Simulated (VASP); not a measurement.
Energy against volume of LiH (rock salt). All values below come from vdW-DF2, VASP's PBE PAW potentials (set 64) (plane waves; VASP 6.6.1). Run with 520 eV cut-off, 11×11×11 Γ-centred mesh, Gaussian smearing of 0.050 eV, potentials Li_sv H.

```
V (Å³/atom)  E (eV/atom)
-----------  -----------
7.917           -2.87151
8.162           -2.87267
8.407           -2.87221
8.652           -2.87029
```

Task: Fit these four points and predict the energy of the run at 7.672 Å³/atom.

Result: A cubic in V^(−2/3), the third-order Birch-Murnaghan form, passes through the four points with V0 = 8.21 Å³/atom and B0 = 35 GPa, and gives -2.8686 eV/atom there. The run gave -2.8685 eV/atom, +0.1 meV/atom from the fit; all five points give B0 = 35 GPa.

The compound is LiH in the rock salt structure. It was relaxed first.
